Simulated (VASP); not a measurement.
Shape and ions are relaxed at each volume.

Energy against volume of Gd (hcp). Method: PBE GGA with D3 dispersion (Becke-Johnson damping), VASP's PBE PAW potentials (set 64) (plane waves; VASP 6.6.1).

The 4f electrons are frozen in the core of the lanthanide potential, so 4f levels, which can set the real gap, and their magnetism are missing.

| V (Å³/atom) | E (eV/atom) |
|---|---|
| 29.174 | -5.02784 |
| 30.105 | -5.03802 |
| 31.036 | -5.04031 |
| 31.967 | -5.03576 |
| 32.898 | -5.02537 |

Problem. Fit a third-order Birch-Murnaghan equation of state.

Solution. 
The volume per atom is 30.86 Å^3/atom, the bulk modulus comes out as 39.9 GPa and the pressure derivative of the bulk modulus is 3.96.

Measured: bulk modulus 37.9 GPa (computed value off by +5.2 %), as given by Wikipedia, Gadolinium (infobox). The calculation is for a static lattice, while the measured bulk modulus holds thermal and zero-point effects, which are part of the difference.

The compound is Gd in the hcp structure. It was relaxed first, which changed the volume by -6 %.
